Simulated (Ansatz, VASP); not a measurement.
**W (Tungsten) in two plane-wave programs**

Wanted: the spread between two codes on one cell, functional and k mesh. The two relaxations start from unlike cells of this crystal (the structure described is Ansatz's start), so only their ends are compared.

Program: Ansatz 0.2.0. Level of theory: plane waves, with VASP 6.6.1 beside it; relaxation of cell and atoms at PBE. Results are calculated unless marked as measured.

**1. The structure**

Symmetry: Im-3m, No. 229, cubic system. Conventional cell: a = 3.184 Å, b = 3.184 Å, c = 3.184 Å, α = 90.00°, β = 90.00°, γ = 90.00°. Nearest to W lie 8 W at 2.76 Å.

Coordinates:

```cif
data_structure
_symmetry_space_group_name_H-M 'Im-3m'
_symmetry_Int_Tables_number 229
_cell_length_a 3.1842
_cell_length_b 3.1842
_cell_length_c 3.1842
_cell_angle_alpha 90.000
_cell_angle_beta 90.000
_cell_angle_gamma 90.000
_cell_volume 32.28
loop_
_atom_site_label
_atom_site_type_symbol
_atom_site_symmetry_multiplicity
_atom_site_Wyckoff_symbol
_atom_site_fract_x
_atom_site_fract_y
_atom_site_fract_z
_atom_site_occupancy
W1 W 2 a 0.00000 0.00000 0.00000 1
```

**2. VASP: relaxation of cell and atoms, PBE**

The relaxed volume is the usual yardstick between codes: in a stiff, nearly cubic crystal its relative difference is about their pressure difference at one cell divided by the bulk modulus.

Lines of VASP's logs that name or quote its potential files are left out, and so is its time.

File INCAR:

```
SYSTEM = W
PREC = Accurate
ENCUT = 600
EDIFF = 1E-07
NELM = 120
ISMEAR = 1
SIGMA = 0.2
LREAL = .FALSE.
ALGO = Normal
GGA = PE
NBANDS = 9
LASPH = .TRUE.
LORBIT = 11
LWAVE = .FALSE.
LCHARG = .FALSE.
ISIF = 3
IBRION = 2
NSW = 80
EDIFFG = -0.005
GGA_COMPAT = .FALSE.
NELMIN = 4
```

File POSCAR:

```
W
1.0
   -1.5859955962      1.5859955962      1.5859955962
    1.5859955962     -1.5859955962      1.5859955962
    1.5859955962      1.5859955962     -1.5859955962
W
1
Direct
    0.0000000000      0.0000000000      0.0000000000
```

File KPOINTS:

```
Automatic mesh
0
Gamma
24 24 24
0 0 0
```

Potentials, in the order of the species: W (PBE family, release 64).

Command:

```bash
mpirun -np 1 vasp_std
```

Numbers of over 12 decimals in the logs are rounded to 6 here.

The log of the run:

```text
[banner, memory and clock lines left out]
running    1 mpi-ranks, on    1 nodes
 distrk:  each k-point on    1 cores,    1 groups
 distr:  one band on    1 cores,    1 groups

 POSCAR found type information on POSCAR W
 POSCAR found :  1 types and       1 ions
 LDA part: xc-table for (Slater+PW92), standard interpolation
 POSCAR, INCAR and KPOINTS ok, starting setup
 FFT: planning ... GRIDC
 FFT: planning ... GRID_SOFT
 FFT: planning ... GRID
 WAVECAR not read
 entering main loop
       N       E                     dE             d eps       ncg     rms          rms(c)
DAV:   1     0.118267252727E+02    0.11827E+02   -0.32012E+03  7434   0.647E+02
DAV:   2    -0.131873773699E+02   -0.25014E+02   -0.23980E+02  8846   0.141E+02
DAV:   3    -0.137020672557E+02   -0.51469E+00   -0.50932E+00  8624   0.163E+01
DAV:   4    -0.137036796940E+02   -0.16124E-02   -0.16123E-02  8787   0.100E+00
DAV:   5    -0.137036831352E+02   -0.34412E-05   -0.34417E-05  8405   0.404E-02    0.201E+01
DAV:   6    -0.132175369315E+02    0.48615E+00   -0.35559E-01  8225   0.393E+00    0.983E+00
DAV:   7    -0.130252151889E+02    0.19232E+00   -0.43521E-01  8662   0.418E+00    0.363E-01
DAV:   8    -0.130237137328E+02    0.15015E-02   -0.22743E-03  8000   0.358E-01    0.130E-01
DAV:   9    -0.130235039613E+02    0.20977E-03   -0.24553E-04  8828   0.784E-02    0.225E-02
DAV:  10    -0.130235052099E+02   -0.12485E-05   -0.14598E-05  8657   0.288E-02    0.206E-02
DAV:  11    -0.130235036692E+02    0.15406E-05   -0.55006E-07  8176   0.761E-03    0.303E-03
DAV:  12    -0.130235036869E+02   -0.17722E-07   -0.32204E-09  4221   0.516E-04
   1 F= -.13023504E+02 E0= -.13023973E+02  d E =-.130235E+02
 curvature:   0.00 expect dE= 0.000E+00 dE for cont linesearch  0.000E+00
 trial: gam= 0.00000 g(F)=  0.124E-64 g(S)=  0.374E-05 ort = 0.000E+00 (trialstep = 0.100E+01)
 search vector abs. value=  0.374E-05
 bond charge predicted
       N       E                     dE             d eps       ncg     rms          rms(c)
DAV:   1    -0.130235025024E+02    0.11669E-05   -0.18502E-04  7493   0.981E-02    0.409E-02
DAV:   2    -0.130235004802E+02    0.20221E-05   -0.26067E-06  8518   0.122E-02    0.178E-02
DAV:   3    -0.130235002904E+02    0.18986E-06   -0.20343E-06  9640   0.911E-03    0.303E-04
DAV:   4    -0.130235003406E+02   -0.50247E-07   -0.12437E-08  3904   0.781E-04
   2 F= -.13023500E+02 E0= -.13023968E+02  d E =0.334632E-05
 trial-energy change:    0.000003  1 .order    0.000005   -0.000004    0.000013
 step:   0.3289(harm=  0.2208)  dis= 0.00000  next Energy=   -13.023504 (dE=-0.664E-06)
 bond charge predicted
       N       E                     dE             d eps       ncg     rms          rms(c)
DAV:   1    -0.130235069724E+02   -0.66821E-05   -0.83102E-05  7500   0.657E-02    0.275E-02
DAV:   2    -0.130235053361E+02    0.16364E-05   -0.11660E-06  8464   0.816E-03    0.120E-02
DAV:   3    -0.130235045588E+02    0.77728E-06   -0.91227E-07  9305   0.609E-03    0.196E-04
DAV:   4    -0.130235045321E+02    0.26715E-07   -0.56759E-09  3819   0.526E-04
   3 F= -.13023505E+02 E0= -.13023973E+02  d E =-.845147E-06
 curvature:  -0.11 expect dE=-0.926E-07 dE for cont linesearch -0.926E-07
 trial: gam= 0.00000 g(F)=  0.781E-63 g(S)=  0.855E-06 ort =-0.179E-05 (trialstep = 0.866E+00)
 search vector abs. value=  0.855E-06
 reached required accuracy - stopping structural energy minimisation
```

Parts of OUTCAR (step 2):

```text
ion  position               nearest neighbor table
   1  0.000  0.000  0.000-

  LATTYP: Found a body centered cubic cell.
 ALAT       =     3.1719911924

 Subroutine GETGRP returns: Found 48 space group operations
 (whereof 48 operations were pure point group operations)

The static configuration has the point symmetry O_h .

 Found    413 irreducible k-points:

   k-points           NKPTS =    413   k-points in BZ     NKDIM =    413   number of bands    NBANDS=      9

   dimension x,y,z NGX =    24 NGY =   24 NGZ =   24
   dimension x,y,z NGXF=    48 NGYF=   48 NGZF=   48

   ENCUT  =  600.0 eV  44.10 Ry    6.64 a.u.   5.49  5.49  5.49*2*pi/ulx,y,z

   NELECT =       6.0000    total number of electrons

 k-points in reciprocal lattice and weights: Automatic mesh
   0.00000000  0.00000000  0.00000000       0.000
   0.04166667  0.00000000  0.00000000       0.001
   0.08333333  0.00000000  0.00000000       0.001
   0.12500000  0.00000000  0.00000000       0.001
   0.16666667  0.00000000  0.00000000       0.001
   0.20833333  0.00000000  0.00000000       0.001
   0.25000000  0.00000000  0.00000000       0.001
   0.29166667  0.00000000  0.00000000       0.001
   0.33333333  0.00000000  0.00000000       0.001
[...]
0.50000000  0.50000000  0.45833333       0.001
   0.50000000  0.50000000  0.50000000       0.000

 average (electrostatic) potential at core
       1 -38.0058

 E-fermi :   7.7983

 k-point     1 :       0.0000    0.0000    0.0000
  band No.  band energies     occupation
      1      -1.8314      2.00000
      2       6.5072      2.00000
      3       6.5072      2.00000
      4       6.5072      2.00000
      5       9.9580     -0.00000
      6       9.9580     -0.00000
      7      22.9532      0.00000
      8      22.9532      0.00000
      9      22.9532      0.00000

 k-point     2 :       0.0417    0.0000    0.0000
  band No.  band energies     occupation
      1      -1.7497      2.00000
      2       6.4565      2.00000
      3       6.4973      2.00000
      4       6.5881      2.00000
      5       9.8754     -0.00000
      6       9.9591     -0.00000
      7      23.0247      0.00000
      8      23.0959      0.00000
      9      23.1567      0.00000

 k-point     3 :       0.0833    0.0000    0.0000
  band No.  band energies     occupation
      1      -1.5089      2.00000
      2       6.3112      2.00000
      3       6.4585      2.00000
      4       6.8295      2.00000
      5       9.6684     -0.00000
      6       9.9647     -0.00000
      7      23.2192      0.00000
      8      23.5166      0.00000
      9      23.7136      0.00000

  Total        0.0024302      0.0024302      0.0024302      0.0000000     -0.0000000      0.0000000
  in kB        0.2440606      0.2440606      0.2440606      0.0000000     -0.0000000      0.0000000
  external PRESSURE =       0.2440606 kB  Pullay stress =       0.0000000 kB

  energy-cutoff  :      600.00
  volume of cell :       15.95
      direct lattice vectors                 reciprocal lattice vectors
    -1.585867669  1.585867669  1.585867669     0.000000000  0.315284818  0.315284818
     1.585867669 -1.585867669  1.585867669     0.315284818  0.000000000  0.315284818
     1.585867669  1.585867669 -1.585867669     0.315284818  0.315284818  0.000000000

 POSITION                                       TOTAL-FORCE (eV/Angst)
 -----------------------------------------------------------------------------------
      0.00000      0.00000      0.00000         0.000000     -0.000000     -0.000000
 -----------------------------------------------------------------------------------
    total drift:                               -0.000000     -0.000000      0.000000

  FREE ENERGIE OF THE ION-ELECTRON SYSTEM (eV)
  ---------------------------------------------------
  free  energy   TOTEN  =       -13.0235045321 eV

  energy  without entropy=      -13.0249101509  energy(sigma->0) =      -13.02397307

 reached required accuracy - stopping structural energy minimisation

 total charge
# of ion       s       p       d       tot
------------------------------------------
    1        0.674   0.720   4.137   5.532

[... 3 further parts left out ...]
```

CONTCAR:

```
W
   1.00000000000000
    -1.5858676692493718    1.5858676692493718    1.5858676692493718
     1.5858676692493718   -1.5858676692493718    1.5858676692493718
     1.5858676692493718    1.5858676692493718   -1.5858676692493718
  W
     1
Direct
     0.0000000000000000    0.0000000000000000    0.0000000000000000
```

**3. Ansatz: relaxation of cell and atoms, PBE**

Ansatz runs on its default PAW (the set named soft_2) files.

Its own start cell and the same functional, mesh and smearing now go to Ansatz, which takes its cutoff from its data sets.

File input.yaml:

```yaml
crystal:
  lattice:
    - [-1.5920882117, 1.5920882117, 1.5920882117]
    - [1.5920882117, -1.5920882117, 1.5920882117]
    - [1.5920882117, 1.5920882117, -1.5920882117]
  atoms:
    - { symbol: W, position: [0.0, 0.0, 0.0] }
kpoints:
  mp_grid: { grid: [24, 24, 24] }
hamiltonian:
  xc: pbe
scf:
  occupations: { method: methfessel_paxton, width: 0.2 }
output:
  forces: true
  stress: true
  eigenvalues: true
relax:
  adjacent_minimum: "off"
  f_tol: 0.001
  max_steps: 60
  cell: { stress_tol: 0.01 }
```

Command:

```bash
ansatz run input.yaml --threads 4 --pin off --max-ram 7168MiB --backend cpu --events-out ev --progress --plain --runs-dir out
```

The log of the run:

```text
Engine: ansatz 0.2.0, aarch64-unknown-linux-gnu
Pseudopotentials: kind: paw
Pseudopotential: W, paw, valence charge 14, recommended cutoff 420 eV (normal), W.paw.azcp
Functional definition: PBE
  parameter kappa = 0.804
  parameter beta = 0.066725
  exchange = pbe_x(kappa = kappa, mu = beta*pi^2/3)
  correlation = pbe_c(beta = beta)
Crystal: 1 atoms, lattice volume = 16.142 Å³
Basis set: ecut = 420 eV, 321 PW (Γ), exchange–correlation on 40×40×40 points (8 copies of the dense FFT grid, shifted against one another)
Bands: 11, of which v1, the nominal top of the filled ones, is band 7 counted from 1 (6 counted from 0)
Symmetry: 48 space group operations
Space group: Im-3m (ITA 229), of the structure as read, at distance tolerance 2.5e-5 Å
k-points: 413 of 13824
Non-local potential: W, projectors of the file, l = 0: 3, l = 1: 2, l = 2: 2, l = 3: 1
PAW form: soft (Blöchl's): semilocal exchange-correlation on the pseudo side does not see the compensation charge
PAW one-centre angular grid: W, 590 points (default); XC on 64 Gauss nodes
Initial density: superposition of atomic densities (neutral atoms: chi_scale 0, normalization atom), corrected by the library's trained network
Initial wavefunctions: pseudopotential atomic-orbital guess
Functional: x = pbe(κ = 0.804, μ = 0.219515), c = pbe(β = 0.066725)
SCF iter   1: F=—  HF=-10384.824636 eV  |F-HF|=—  |Δ(HF+E_count)|=         —  Δρ=1.58e-3  dr2=1.27e-4  ethr=1.77e-3  ⟨swp⟩=5.0  Hψ=24065  notcnv=0
preconditioner: auto → none  [metal: Δε(μ)=0.011 eV  Ē_g=8.887 eV  σ=0.200 eV  W_gap=0.05  n_scr=0 (ndim 8)  ℏωp=22.6 eV  f_vac=0.000  D(μ)=0.36/eV (n_scr^D=0)]
SCF iter   2: F=—  HF=-10384.824348 eV  |F-HF|=—  |Δ(HF+E_count)|=   2.88e-4  S|Δr|=    0.00e0  Δρ=8.25e-4  dr2=3.33e-5  ethr=9.05e-7  ⟨swp⟩=2.2  Hψ=10273  notcnv=0
SCF iter   3: F=—  HF=-10384.824379 eV  |F-HF|=—  |Δ(HF+E_count)|=   3.04e-5  S|Δr|=    0.00e0  Δρ=1.79e-4  dr2=4.00e-6  ethr=2.38e-7  ⟨swp⟩=2.0  Hψ=7008  notcnv=0
SCF iter   4: F=—  HF=-10384.824377 eV  |F-HF|=—  |Δ(HF+E_count)|=   1.60e-6  S|Δr|=    0.00e0  Δρ=8.96e-5  dr2=7.33e-7  ethr=2.86e-8  ⟨swp⟩=2.7  Hψ=6910  notcnv=0
SCF iter   5: F=—  HF=-10384.824377 eV  |F-HF|=—  |Δ(HF+E_count)|=   1.91e-7  S|Δr|=    0.00e0  Δρ=5.29e-5  dr2=3.32e-7  ethr=5.23e-9  ⟨swp⟩=1.0  Hψ=4520  notcnv=0
SCF iter   6: F=-10384.824377 eV  HF=-10384.824377 eV  |F-HF|=1.36e-8  |Δ(HF+E_count)|=   1.49e-7  S|Δr|=    0.00e0  Δρ=1.16e-5  dr2=1.62e-8  ethr=7.14e-10  ⟨swp⟩=2.8  Hψ=17384  notcnv=0
SCF 1 converged in 6 iterations: F = -10384.824377 eV  dr2 = 1.62e-8
  greatest PAW one-centre occupation: 1.000 electrons in one spin orbital (limit 2), on the W atom at site 0 (counted from 0), in its partial waves of l = 0
relax step   1: F+E_penalty+E_count = -10384.82437662 eV  Δ(F+E_penalty+E_count) = +0.000e0 eV  max|allowed force component| = 0.000e0 eV/Å  Δτ_max = 0.0000 Å  P = -0.131 GPa  Ω = 16.142 Å³  (6 SCF iters, dr2 threshold 1.00e-7 eV, accepted)
[...]
relax step   2: F+E_penalty+E_count = -10384.82436855 eV  Δ(F+E_penalty+E_count) = +8.072e-6 eV  max|allowed force component| = 0.000e0 eV/Å  Δτ_max = 0.0000 Å  P = +0.377 GPa  Ω = 16.115 Å³  energy of the carried Pulay correction = +1.244e-5 eV  (2 SCF iters, dr2 threshold 4.32e-8 eV, rejected (line search))
[...]
relax step   3: F+E_penalty+E_count = -10384.82438275 eV  Δ(F+E_penalty+E_count) = -6.129e-6 eV  max|allowed force component| = 0.000e0 eV/Å  Δτ_max = 0.0000 Å  P = -0.001 GPa  Ω = 16.135 Å³  energy of the carried Pulay correction = +3.220e-6 eV  (5 SCF iters, accepted)
[...]
relax step   4: F+E_penalty+E_count = -10384.82438073 eV  Δ(F+E_penalty+E_count) = +2.014e-6 eV  max|allowed force component| = 0.000e0 eV/Å  Δτ_max = 0.0000 Å  P = -0.001 GPa  Ω = 16.135 Å³  stress off target by 8.73e-4 GPa  SCF on the basis re-selected at this cell (its energy is not comparable with the rows above)  (4 SCF iters)
basis re-selected at this cell: Δ(F+E_penalty+E_count) = +2.014e-6 eV, ΔP = +0.000 GPa vs the last step (what re-selecting the basis moved, of the pressure what is left beyond the Pulay correction that the steps carried, after the strain that the cell walked since its last selection, with what the two solves' SCF thresholds leave and, on support functions, any second-order correction that the steps lacked; it is no measure of the basis error at this ecutwfc). This SCF's stress stands 8.73e-4 GPa from its target on what of the cell is left free (relax.cell.stress_tol is 1.00e-2 GPa) and its largest allowed force component is 0.00e0 eV/Å (relax.f_tol is 1.00e-3 eV/Å): [rest of the remark cut]
SCF converged after 4 iterations
Stability not checked: this state was not tested for a lower state beside it, because cold or Methfessel-Paxton smearing, or corrected tetrahedra, fill the levels in a way that the test cannot read (fill_not_monotonic; see scf.lower_state_search)
Free energy (F): -10384.824381 eV
Harris-Foulkes:  -10384.824381 eV  (|F-HF|=3.64e-12)
Internal energy: -10384.825787 eV  (E = F + TS)
E sigma→0 (E₀):  -10384.824732 eV
Entropy (-TS):   0.001406 eV (1.406 meV/atom)
Fermi energy:    22.218492 eV
--- Per-component energies (eV) ---
  E_band       = -87.530131
  E_kinetic    = 449.493953
  E_local      = -610.780164  (includes V_loc(G=0)·N_el)
  E_nonlocal   = 0.232399
  E_hartree    = 218.513598
  E_xc         = -266.833940
  E_vxc        = -238.646450  (∫ρ·V_xc dr)
  E_paw        = -8562.380949  (= ΣΔE_a)
  E_vpaw       = -124.857004  (= ΣTr[D̂ρ^β])
  E_aug_tail   = -0.000063  (compensation charges beyond the density's cutoff)
  E_ewald      = -1613.070620
  E_smearing   = 0.001406  (= −TS)
  E_closure    = -0.000000  (closes the sum)
  Σ components = -10384.824381   (vs F -10384.824381, Δ=0.00e0)
--- Forces (eV/Å), atoms counted from 1 ---
  atom   1  W     -0.00000000     0.00000000     0.00000000
  max |Σ_I F_I| component: 6.57e-32 eV/Å
--- Stress (GPa, compression-positive) ---
       -0.000873      -0.000000       0.000000
       -0.000000      -0.000873       0.000000
       -0.000000      -0.000000      -0.000873
  P = ⅓ Tr σ = -0.0009 GPa (-0.009 kbar)
--- Band table (eV; the first three rows and the last of 413) ---
  k-point 0: bands = [... 3 lower, -15.5858, 12.6409, 20.9614, 20.9614, 20.9614, 24.3803, 24.3803, 36.6430]
  k-point 1: bands = [... 3 lower, -15.5859, 12.7238, 20.9111, 20.9513, 21.0412, 24.2972, 24.3810, 36.7139]
  k-point 2: bands = [... 3 lower, -15.5862, 12.9675, 20.7668, 20.9120, 21.2790, 24.0895, 24.3854, 36.9081]
  k-point 412: bands = [... 3 lower, -16.4409, 16.4746, 16.4746, 27.2022, 27.2022, 27.2022, 30.2761, 30.2761]
--- Relaxed structure (3 steps of the walk, 2 accepted, 1 SCFs on fresh bases) ---
  F+E_penalty+E_count = -10384.82438073 eV   max|allowed force component| = 0.000e0 eV/Å   (the final SCF, on the basis selected at the relaxed cell)
  cell:  # Å, volume = 16.1352 Å³
    - [-1.591858, 1.591858, 1.591858]
    - [1.591858, -1.591858, 1.591858]
    - [1.591858, 1.591858, -1.591858]
  atoms:
    - { symbol: W, position: [0.0, 0.0, 0.0] }
```

**4. Comparison**

Known differences besides the potentials themselves: the data sets hold 14 valence electrons in Ansatz (on its default PAW (the set named soft_2) files) and 6 in VASP; the cutoff is 420 eV in Ansatz and 600 eV in VASP; Ansatz adds a Pulay correction to the stress that steers its cell, VASP none. Total energies have different zeros and are not compared.

Both answers:

```
                                         quantity  Ansatz   VASP  difference
                                      volume (Å³)   16.14  15.95     +1.14 %
edge a after relaxation, in the typed setting (Å)   2.757  2.747     +0.38 %
```

**5. Results**

```json
{
  "difference in volume (relaxation of cell and atoms, PBE)": "1.1 %"
}
```

What this shows: The difference in volume is 1.1 % (relaxation of cell and atoms, PBE), within the 1.2 % picked in this series as the mark of a large difference, as far as the stopping tolerances let one tell. The data sets hold unlike numbers of valence electrons (14 in Ansatz and 6 in VASP), so part of the differences comes from the potentials. Such differences can come from data sets, numerical settings and the points named under the comparisons, not from the functional's error against experiment.

[Lines on the potential files, build, host, timing and source positions are cut from VASP's logs without a mark.]

[Logs are printed without paths, hosts, clocks, repeated set-up lines and the standing remarks that a program may print on its own settings, such as how far it seeks lower states.]

[Hosts, paths, dates, database ids (printed as entryN), source tags and the programs' standing remarks are cut or masked in the printed files.]
